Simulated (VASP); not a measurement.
Here is the system:

```
Zn4SSe3
1.0
   -0.00113     5.56573     5.56248
    5.56573    -0.00113     5.56248
    2.78230     2.78230     0.00000
Zn Se S
4 3 1
Direct
  0.99952   0.99952   0.00097
  0.98886   0.50445   0.00668
  0.50445   0.98886   0.00668
  0.50706   0.50706   0.98588
  0.12572   0.12572   0.24856
  0.12620   0.62364   0.25016
  0.62364   0.12620   0.25016
  0.62454   0.62454   0.25091
```

The numbers are results of PBEsol GGA, VASP's PBE PAW potentials (set 64) (plane waves; VASP), not measurements. Settings: 400 eV cut-off, 4×4×8 Γ-centred mesh, tetrahedra with Blöchl corrections, potentials Zn Se S.

### Question
Estimate the energy per atom (σ→0), band gap (on the k-mesh) with the smallest direct gap where there is one.

### Answer

| Quantity | Value |
|---|---|
| band gap (on the k-mesh) | 1.32 eV |
| smallest direct gap (on the k-mesh) | 1.32 eV |
| energy per atom (σ→0) | -3.479 eV/atom |

The structure was generated: Zn4SSe3 was put into an ordered model structure (Amm2), which need not be its known phase. It was relaxed first.
